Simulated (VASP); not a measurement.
All values below come from PBEsol GGA with spin-orbit coupling, VASP's PBE PAW potentials (set 64) (plane waves; VASP 6.6.1).

VASP input:

**KPOINTS**
```
K-points
0
gamma
  8 8 8
0 0 0
```

### INCAR
```
! general
SYSTEM    =SrO
PREC      =Accurate
ENCUT     =520   ! plane-wave cut-off (eV)
LREAL     =.FALSE.   ! projection in real space or not
LASPH     =.TRUE.   ! aspherical one-centre terms

! electronic loop
EDIFF     =1E-6   ! SCF stop (eV)
NELM      =100
ALGO      =Normal   ! blocked Davidson
LMAXMIX   =4

! smearing
ISMEAR    =0
SIGMA     =0.05   ! width (eV)

! functional
GGA       =PS   ! PBEsol
GGA_COMPAT=.FALSE.

! spin
MAGMOM    =6*0
LSORBIT   =.TRUE.

! output
LWAVE     =.FALSE.
LCHARG    =.FALSE.
```

**KPOINTS_OPT**
```
k-points along high-symmetry lines
8
Line-mode
Reciprocal
  0.000000   0.000000   0.000000 ! GAMMA
  0.500000   0.000000   0.500000 ! X

  0.500000   0.000000   0.500000 ! X
  0.625000   0.250000   0.625000 ! U

  0.375000   0.375000   0.750000 ! K
  0.000000   0.000000   0.000000 ! GAMMA

  0.000000   0.000000   0.000000 ! GAMMA
  0.500000   0.500000   0.500000 ! L

  0.500000   0.500000   0.500000 ! L
  0.500000   0.250000   0.750000 ! W

  0.500000   0.250000   0.750000 ! W
  0.500000   0.000000   0.500000 ! X
```

POSCAR:
```
SrO
1
    0.0000000000     2.5669863184     2.5669863184
    2.5669863184    -0.0000000000     2.5669863184
    2.5669863184     2.5669863184     0.0000000000
Sr O
1 1
Direct
  0.0000000000   0.0000000000   0.0000000000
  0.5000000000   0.5000000000   0.5000000000
```

POTCAR, in this order: Sr_sv O (PBE.64 set). Program: vasp_ncl.

Output of the run:

OSZICAR:
```
       N       E                     dE             d eps       ncg     rms          rms(c)
DAV:   1     0.869673541637E+02    0.86967E+02   -0.84324E+03  1392   0.130E+03
DAV:   2    -0.970164591895E+01   -0.96669E+02   -0.89959E+02  1976   0.282E+02
DAV:   3    -0.145682139883E+02   -0.48666E+01   -0.48328E+01  2120   0.570E+01
DAV:   4    -0.147037541133E+02   -0.13554E+00   -0.13550E+00  1872   0.737E+00
DAV:   5    -0.147048138735E+02   -0.10598E-02   -0.10597E-02  1920   0.719E-01    0.234E+01
DAV:   6    -0.128390983474E+02    0.18657E+01   -0.88526E+00  1584   0.231E+01    0.246E+01
DAV:   7    -0.127505784681E+02    0.88520E-01   -0.77864E-01  1848   0.721E+00    0.145E+01
DAV:   8    -0.127310573239E+02    0.19521E-01   -0.17481E-01  1440   0.435E+00    0.240E+00
DAV:   9    -0.127271425658E+02    0.39148E-02   -0.11015E-02  2008   0.100E+00    0.393E-01
DAV:  10    -0.127274508389E+02   -0.30827E-03   -0.47165E-03  1736   0.504E-01    0.159E-01
DAV:  11    -0.127277557140E+02   -0.30488E-03   -0.52729E-04  1488   0.247E-01    0.706E-02
DAV:  12    -0.127277396506E+02    0.16063E-04   -0.40411E-05  1792   0.622E-02    0.341E-02
DAV:  13    -0.127277370521E+02    0.25984E-05   -0.14385E-05  1632   0.342E-02    0.119E-02
DAV:  14    -0.127277371808E+02   -0.12871E-06   -0.27236E-06  1616   0.140E-02
   1 F= -.12727737E+02 E0= -.12727737E+02  d E =-.437884E-19  mag=    -0.0000     0.0000     0.0000
       N       E                     dE             ncg
       N       E                     dE             ncg
```

### OUTCAR
```
------------------------ aborting loop because EDIFF is reached ----------------------------------------
  FORCE on cell =-STRESS in cart. coord.  units (eV):
  Direction    XX          YY          ZZ          XY          YZ          ZX
  --------------------------------------------------------------------------------------
  Total       -0.0041199     -0.0041199     -0.0041199      0.0000000      0.0000000     -0.0000000
  in kB       -0.1951175     -0.1951175     -0.1951175      0.0000000      0.0000000     -0.0000000
  external PRESSURE =      -0.1951175 kB  Pullay stress =       0.0000000 kB
  volume of cell :       33.83
      direct lattice vectors                 reciprocal lattice vectors
     0.000000000  2.566986318  2.566986318    -0.194780937  0.194780937  0.194780937
     2.566986318  0.000000000  2.566986318     0.194780937 -0.194780937  0.194780937
     2.566986318  2.566986318  0.000000000     0.194780937  0.194780937 -0.194780937
  FREE ENERGIE OF THE ION-ELECTRON SYSTEM (eV)
  ---------------------------------------------------
  free  energy   TOTEN  =       -12.7277371808 eV

  energy  without entropy=      -12.7277371808  energy(sigma->0) =      -12.72773718

 Ion:    1  E_soc:     -0.1769010

 Ion:    2  E_soc:     -0.0003227
```
(Selected blocks of OUTCAR.)

**OUTCAR**
```
 val. band max:        1.5314134715   @ k =   0.0000   0.0000   0.0000

 cond. band min:       4.6622887034   @ k =   0.5000   0.5000   0.0000


 Fermi energy:         1.8291616025

 k-point     1 :       0.0000    0.0000    0.0000
  band No.  band energies     occupation
      1     -30.7064      1.00000
      2     -30.7064      1.00000
      3     -13.4939      1.00000
      4     -13.4939      1.00000
      5     -13.1353      1.00000
      6     -13.1353      1.00000
      7     -11.9854      1.00000
      8     -11.9854      1.00000
      9     -11.9854      1.00000
     10     -11.9854      1.00000
     11       1.4685      1.00000
     12       1.4685      1.00000
     13       1.5314      1.00000
     14       1.5314      1.00000
     15       1.5314      1.00000
     16       1.5314      1.00000
     17       5.3640      0.00000
     18       5.3640      0.00000
     19       7.6701      0.00000
     20       7.6701      0.00000
     21       7.6701      0.00000
     22       7.6701      0.00000
     23       7.7072      0.00000
     24       7.7072      0.00000

 k-point     2 :       0.1250    0.0000    0.0000
  band No.  band energies     occupation
      1     -30.6855      1.00000
      2     -30.6855      1.00000
      3     -13.9179      1.00000
      4     -13.9179      1.00000
      5     -12.9584      1.00000
      6     -12.9584      1.00000
      7     -11.9985      1.00000
      8     -11.9985      1.00000
      9     -11.8014      1.00000
     10     -11.8014      1.00000
     11       1.0370      1.00000
     12       1.0370      1.00000
     13       1.2921      1.00000
     14       1.2921      1.00000
     15       1.3265      1.00000
     16       1.3265      1.00000
     17       6.0771      0.00000
     18       6.0771      0.00000
     19       7.5188      0.00000
     20       7.5188      0.00000
     21       7.9813      0.00000
     22       7.9813      0.00000
     23       8.0069      0.00000
     24       8.0069      0.00000
...
```

The structure comes from a measured SrO entry (Fm-3m) of the Crystallography Open Database, whose conditions weren't checked. It was relaxed first.
